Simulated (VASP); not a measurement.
Output of a VASP run:

### OSZICAR
```
...
RMM:   4    -0.568715374221E+03   -0.21995E-04   -0.50543E-04   649   0.531E-02    0.286E-02
RMM:   5    -0.568715383500E+03   -0.92795E-05   -0.96746E-05   621   0.239E-02
  16 F= -.56871538E+03 E0= -.56871538E+03  d E =-.643787E-02  mag=     3.0000
       N       E                     dE             d eps       ncg     rms          rms(c)
DAV:   1    -0.568715465384E+03   -0.91163E-04   -0.11832E-02   736   0.311E-01    0.230E-02
RMM:   2    -0.568715473811E+03   -0.84268E-05   -0.17435E-04   632   0.379E-02    0.128E-02
RMM:   3    -0.568715473282E+03    0.52905E-06   -0.25653E-05   412   0.137E-02    0.630E-03
RMM:   4    -0.568715473361E+03   -0.79030E-07   -0.43343E-06   372   0.512E-03
  17 F= -.56871547E+03 E0= -.56871547E+03  d E =-.652773E-02  mag=     3.0000
       N       E                     dE             d eps       ncg     rms          rms(c)
DAV:   1    -0.568716844915E+03   -0.13716E-02   -0.25861E-01   672   0.146E+00    0.101E-01
RMM:   2    -0.568717091477E+03   -0.24656E-03   -0.36851E-03   632   0.173E-01    0.591E-02
RMM:   3    -0.568717104990E+03   -0.13513E-04   -0.65571E-04   637   0.665E-02    0.258E-02
RMM:   4    -0.568717114148E+03   -0.91582E-05   -0.13583E-04   654   0.272E-02    0.151E-02
RMM:   5    -0.568717116462E+03   -0.23134E-05   -0.22678E-05   414   0.115E-02
  18 F= -.56871712E+03 E0= -.56871712E+03  d E =-.164310E-02  mag=     3.0000
       N       E                     dE             d eps       ncg     rms          rms(c)
DAV:   1    -0.568717121265E+03   -0.71168E-05   -0.96793E-04   752   0.898E-02    0.687E-03
RMM:   2    -0.568717121808E+03   -0.54295E-06   -0.12485E-05   362   0.101E-02    0.380E-03
RMM:   3    -0.568717121699E+03    0.10931E-06   -0.17364E-06   348   0.355E-03    0.202E-03
RMM:   4    -0.568717121674E+03    0.24766E-07   -0.16757E-07   123   0.155E-03
  19 F= -.56871712E+03 E0= -.56871712E+03  d E =-.164831E-02  mag=     3.0000
       N       E                     dE             d eps       ncg     rms          rms(c)
DAV:   1    -0.568717671045E+03   -0.54935E-03   -0.94644E-02   672   0.884E-01    0.604E-02
RMM:   2    -0.568717750552E+03   -0.79507E-04   -0.12164E-03   632   0.983E-02    0.350E-02
RMM:   3    -0.568717757284E+03   -0.67318E-05   -0.23414E-04   641   0.384E-02    0.158E-02
RMM:   4    -0.568717760065E+03   -0.27814E-05   -0.44973E-05   466   0.156E-02
  20 F= -.56871776E+03 E0= -.56871776E+03  d E =-.638391E-03  mag=     3.0000
       N       E                     dE             d eps       ncg     rms          rms(c)
DAV:   1    -0.568717762230E+03   -0.49461E-05   -0.13601E-04   712   0.326E-02    0.592E-03
RMM:   2    -0.568717762419E+03   -0.18894E-06   -0.29737E-06   349   0.491E-03    0.372E-03
RMM:   3    -0.568717762450E+03   -0.31692E-07   -0.30284E-07   180   0.190E-03    0.230E-03
RMM:   4    -0.568717762442E+03    0.79708E-08   -0.67290E-09    95   0.143E-03
  21 F= -.56871776E+03 E0= -.56871776E+03  d E =-.640768E-03  mag=     3.0000
       N       E                     dE             d eps       ncg     rms          rms(c)
DAV:   1    -0.568717862878E+03   -0.10043E-03   -0.27746E-02   656   0.473E-01    0.363E-02
RMM:   2    -0.568717891276E+03   -0.28398E-04   -0.46242E-04   632   0.613E-02    0.208E-02
RMM:   3    -0.568717892741E+03   -0.14653E-05   -0.79586E-05   617   0.233E-02    0.957E-03
RMM:   4    -0.568717893262E+03   -0.52105E-06   -0.14229E-05   389   0.934E-03
  22 F= -.56871789E+03 E0= -.56871789E+03  d E =-.130820E-03  mag=     3.0000
```

**OUTCAR**
```
------------------------ aborting loop because EDIFF is reached ----------------------------------------
  FORCE on cell =-STRESS in cart. coord.  units (eV):
  Direction    XX          YY          ZZ          XY          YZ          ZX
  --------------------------------------------------------------------------------------
  Total      -10.4369932    -10.4409951    -10.4332519     14.6546339    -14.6433381     14.6474057
  in kB      -45.8137386    -45.8313049    -45.7973157     64.3272973    -64.2777138     64.2955687
  external PRESSURE =     -45.8141198 kB  Pullay stress =       0.0000000 kB
  volume of cell :      365.00
      direct lattice vectors                 reciprocal lattice vectors
     7.146555159  0.000000000  0.000000000     0.139927556  0.000000000  0.000000000
     0.000000000  7.146555159  0.000000000     0.000000000  0.139927556  0.000000000
     0.000000000  0.000000000  7.146555159     0.000000000  0.000000000  0.139927556
 POSITION                                       TOTAL-FORCE (eV/Angst)
 -----------------------------------------------------------------------------------
      3.56050      0.00414      0.00908        -0.003757      0.007925      0.002353
      4.43937      0.92315      0.92818         0.004413      0.002648     -0.003821
      5.33495      1.80840      0.03348        -0.001049      0.002263     -0.000808
      6.22015      2.70415      0.92804         0.002931     -0.005076     -0.000280
      5.33489      0.02836      1.81334        -0.000400      0.008177      0.003005
      6.22009      0.92340      2.70871         0.005229     -0.003733      0.000484
      7.13220      0.01120      0.01618        -0.000128      0.000688     -0.000685
      0.87257      0.89789      0.90281        -0.000941      0.000754     -0.004476
      1.75861      1.78462      7.14631        -0.000801      0.007237     -0.001467
      2.64496      2.67232      0.87442         0.004308     -0.005281      0.000285
      3.56326      3.58017      0.00431        -0.006967      0.008646      0.002482
      4.47109      4.49867      0.87439         0.007863     -0.009506      0.001326
      5.35880      5.38491      7.14634        -0.007984     -0.001276     -0.002173
      6.24557      6.27095      0.90282         0.001943     -0.002402     -0.003354
      1.75860      7.14158      1.78967         0.003313     -0.000646      0.002465
      2.64507      0.86986      2.67707         0.001842     -0.002080     -0.003710
      3.46103      1.77563      1.78017        -0.009584     -0.004091      0.004125
      5.36803      3.68258      1.78009        -0.000929      0.011885      0.005477
      6.27378      4.49859      2.67709         0.001262     -0.007045     -0.005968
      3.56331      7.14605      3.58509        -0.001841      0.012262      0.001084
      4.47132      0.86983      4.50325         0.002007     -0.007274      0.000397
      5.36812      1.77547      3.68741        -0.003161      0.001907      0.004615
      6.27371      2.67225      4.50343         0.006364     -0.004497     -0.005583
      5.35885      7.14145      5.38980        -0.009607      0.002940     -0.006706
      6.24550      0.89785      6.27584         0.005962     -0.002322      0.002308
      7.13931      3.58292      0.00899        -0.007783      0.007299      0.004387
      0.88045      4.47311      0.87778         0.002455     -0.001746     -0.000921
      1.78320      5.36028      7.13833         0.003625     -0.001437      0.001437
      2.67042      6.26312      0.87791        -0.002614     -0.004985     -0.003410
      7.11499      1.80863      1.81329        -0.006123     -0.002048      0.001738
      0.88552      2.67750      2.68230         0.002282      0.003007     -0.001989
      1.75519      3.58559      1.76392        -0.002749      0.000914     -0.002547
      2.66102      4.48224      2.57939         0.002143      0.003987      0.008159
      3.55785      5.38825      1.76394        -0.003635      0.003131     -0.000784
      4.46596      6.25792      2.68234         0.000463     -0.002228     -0.001838
      7.13928      0.00429      3.58760        -0.007814      0.003922      0.006831
      0.88034      0.87303      4.47782         0.005735     -0.002063     -0.000567
      1.75524      1.75921      3.59037        -0.002228     -0.002625      0.005120
      2.66110      2.57452      4.48745        -0.001752      0.004374     -0.003620
      4.56898      4.48239      4.48755        -0.006833      0.001507     -0.006754
      5.38435      5.38818      3.59039         0.000190      0.005138      0.006582
      6.27042      6.26316      4.47790         0.005860     -0.006217     -0.003842
      1.78325      7.13355      5.36489         0.002621      0.005313      0.002882
      2.67032      0.87303      6.26790         0.002749     -0.007111     -0.003045
      3.55788      1.75894      5.39319        -0.000297      0.004859     -0.002316
      4.46599      2.67743      6.26264         0.001679      0.000265      0.006208
      5.38446      3.58556      5.39319        -0.003135      0.001676      0.000891
      6.27043      4.47322      6.26794         0.008079     -0.006334     -0.003142
      0.00206      5.38493      1.78956        -0.000471     -0.002517      0.006654
      0.89016      6.25348      2.67975         0.001053     -0.001883     -0.001760
      7.14397      3.58019      3.58512        -0.007515      0.005417      0.000994
      0.91428      4.44930      4.45402         0.003245      0.000551      0.004758
      1.80910      5.33441      3.55864         0.001347     -0.000856     -0.003078
      2.69432      6.22932      4.45410        -0.006100     -0.006803      0.002322
      0.00201      1.78457      5.38983        -0.003758      0.008660     -0.006536
      0.89004      2.67504      6.25799         0.004289     -0.006927      0.008041
...
```
(Selected blocks of OUTCAR.)

**POSCAR**
```
C62Si
1
    7.1465551589    -0.0000000000    -0.0000000000
   -0.0000000000     7.1465551589     0.0000000000
    0.0000000000     0.0000000000     7.1465551589
C Si
62 1
Direct
  0.5000000000   0.0000000000   0.0000000000
  0.6181040000   0.1223330000   0.1314140000
  0.7501840000   0.2474530000   0.0005490000
  0.8710930000   0.3792960000   0.1227890000
  0.7505450000  -0.0069260000   0.2524270000
  0.8709350000   0.1310630000   0.3732370000
  0.0000000000   0.0000000000   0.0000000000
  0.1250000000   0.1250000000   0.1250000000
  0.2500000000   0.2500000000   0.0000000000
  0.3772010000   0.3705430000   0.1225060000
  0.5054320000   0.4941600000   0.0034560000
  0.6188650000   0.6282450000   0.1283990000
  0.7500000000   0.7500000000   0.0000000000
  0.8750000000   0.8750000000   0.1250000000
  0.2500000000   0.0000000000   0.2500000000
  0.3819920000   0.1220270000   0.3744640000
  0.5032980000   0.2562190000   0.2454500000
  0.7459690000   0.4948480000   0.2459160000
  0.8819480000   0.6214490000   0.3695340000
  0.5000330000  -0.0006150000   0.5032870000
  0.6266950000   0.1266970000   0.6200960000
  0.7505370000   0.2446780000   0.4951360000
  0.8743020000   0.3740060000   0.6282750000
  0.7500000000   0.0000000000   0.7500000000
  0.8750000000   0.1250000000   0.8750000000
  0.0000000000   0.5000000000   0.0000000000
  0.1250000000   0.6250000000   0.1250000000
  0.2500000000   0.7500000000   0.0000000000
  0.3750000000   0.8750000000   0.1250000000
  0.0000000000   0.2500000000   0.2500000000
  0.1250000000   0.3750000000   0.3750000000
  0.2479550000   0.4991470000   0.2538620000
  0.3768040000   0.6193650000   0.3771250000
  0.5065690000   0.7463130000   0.2484960000
  0.6250000000   0.8750000000   0.3750000000
  0.0000000000   0.0000000000   0.5000000000
  0.1250000000   0.1250000000   0.6250000000
  0.2559670000   0.2472270000   0.4996370000
  0.3783690000   0.3771120000   0.6217430000
  0.6190600000   0.6208830000   0.6304430000
  0.7487760000   0.7458580000   0.4978540000
  0.8750000000   0.8750000000   0.6250000000
  0.2500000000   0.0000000000   0.7500000000
  0.3750000000   0.1250000000   0.8750000000
  0.4996410000   0.2451280000   0.7507310000
  0.6250000000   0.3750000000   0.8750000000
  0.7564210000   0.4957340000   0.7502330000
  0.8750000000   0.6250000000   0.8750000000
  0.0000000000   0.7500000000   0.2500000000
  0.1250000000   0.8750000000   0.3750000000
  0.0000000000   0.5000000000   0.5000000000
  0.1250000000   0.6250000000   0.6250000000
  0.2500000000   0.7500000000   0.5000000000
  0.3750000000   0.8750000000   0.6250000000
  0.0000000000   0.2500000000   0.7500000000
  0.1250000000   0.3750000000   0.8750000000
  0.2500000000   0.5000000000   0.7500000000
  0.3750000000   0.6250000000   0.8750000000
  0.5000000000   0.7500000000   0.7500000000
  0.6250000000   0.8750000000   0.8750000000
  0.0000000000   0.7500000000   0.7500000000
  0.1250000000   0.8750000000   0.8750000000
  0.4984480000   0.5056800000   0.5032360000
```

Problem. Reconstruct the remaining input files.

Solution. This is not unique; one that fits is the input of the run itself, PBE GGA, plane waves, VASP's PBE PAW potentials (set 64).

**KPOINTS**
```
Regular mesh
0
gamma
1 1 1
```

INCAR:
```
SYSTEM = C62Si
PREC = Normal; ENCUT = 400; LREAL = Auto
LASPH = .TRUE.; ISYM = 0; NELECT = 251.0
EDIFF = 1E-5; NELM = 100; NELMIN = 4
ALGO = Fast
ISMEAR = 0; SIGMA = 0.05
GGA = PE
ISPIN = 2; MAGMOM = 63*0.0476; NUPDOWN = 3
IBRION = 2; NSW = 70; ISIF = 2
EDIFFG = -0.03
LWAVE = .TRUE.; LCHARG = .FALSE.; LORBIT = 10
```

POTCAR, in this order: C Si (PBE.64 set). Program: vasp_gam.

At this cut-off the stress carries a Pulay error, which pulls relaxed volumes low. The cell is charged, with a uniform compensating background. The supercell is sampled at Γ alone, which is coarse: total energies, pressure and levels can be off, energies of defects by several tenths of an eV.

The cell is a supercell with a defect, built from C (diamond): Si_C-vac_C, charge +1.
